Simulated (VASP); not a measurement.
An input for Quantum ESPRESSO's pw.x (written as the equivalent of a VASP run, and not itself run):

```
&CONTROL
  calculation = 'vc-relax'
  pseudo_dir = './pseudo'
  outdir = './out'
  tprnfor = .true.
  tstress = .true.
  nstep = 40
  forc_conv_thr = 0.00078
/
&SYSTEM
  ibrav = 0
  nat = 2
  ntyp = 2
  ecutwfc = 56.6
  occupations = 'smearing'
  smearing = 'gaussian'
  degauss = 0.003675
  input_dft = 'pz'
/
&ELECTRONS
  conv_thr = 7.3e-08
  electron_maxstep = 100
/
&IONS
/
&CELL
  press = 100
/
ATOMIC_SPECIES
  Ba 137.327 Ba.upf
  S 32.060 S.upf
CELL_PARAMETERS angstrom
     0.0000000    3.0665510    3.0665510
     3.0665510    0.0000000    3.0665510
     3.0665510    3.0665510    0.0000000
ATOMIC_POSITIONS crystal
  Ba   0.0000000  0.0000000  0.0000000
  S    0.5000000  0.5000000  0.5000000
K_POINTS automatic
  8 8 8 0 0 0
```

Q: Write the VASP files for the same calculation (LDA).

A: Several could match; the one computed here: 
### INCAR
```
SYSTEM=BaS
PREC=Accurate; ENCUT=500; LREAL=F
LASPH=T
EDIFF=1E-6; NELM=100; ALGO=Normal
LMAXMIX=4
ISMEAR=0; SIGMA=0.05
IBRION=2; NSW=40; ISIF=3
EDIFFG=-0.02; PSTRESS=100
LWAVE=F; LCHARG=F
```

File POSCAR:
```
BaS
1
    0.0000000000     3.0665509648     3.0665509648
    3.0665509648     0.0000000000     3.0665509648
    3.0665509648     3.0665509648     0.0000000000
Ba S
1 1
Direct
  0.0000000000   0.0000000000   0.0000000000
  0.5000000000   0.5000000000   0.5000000000
```

### KPOINTS
```
K-points
0
Gamma
  8 8 8
0 0 0
```

POTCAR, in this order: Ba_sv S (LDA.64 set). Program: vasp_std.

The two are equivalent in intent, not identical: the potentials are each code's own (VASP's PAW set, PseudoDojo norm-conserving files in pw.x), so ENCUT and ecutwfc are chosen apart and not converted; conv_thr bounds pw.x's estimated SCF error, while EDIFF bounds the energy change between steps; forc_conv_thr acts on force components and is met together with etot_conv_thr.

The compound is BaS in the rock salt structure. This run relaxes it under an external pressure of 10 GPa. Symmetry was kept, so distortions that lower it aren't found.
